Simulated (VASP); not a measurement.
Here is the system:

```xyz
2
Lattice="0.0000 2.5815 2.5815 2.5309 0.0506 2.5309 2.5309 2.5309 0.0506" Properties=species:S:1:pos:R:3 pbc="T T T"
Li     0.0000     0.0000     0.0000
Cl     2.5309     2.5815     2.5815
```

Level of theory: PBEsol GGA, VASP's PBE PAW potentials (set 64) (plane waves; VASP). Run with 600 eV cut-off, 8×8×8 Γ-centred mesh, Gaussian smearing of 0.050 eV, potentials Li_sv Cl.

Problem. Give the stress tensor in GPa (positive for a compressed cell).

Solution. 
```
-0.04   0.00   0.00
 0.00   0.04  -1.02
 0.00  -1.02   0.04
```
The pressure is its mean diagonal, 0.01 GPa.

The compound is LiCl in the rock salt structure. This cell was strained or had an atom moved on purpose.
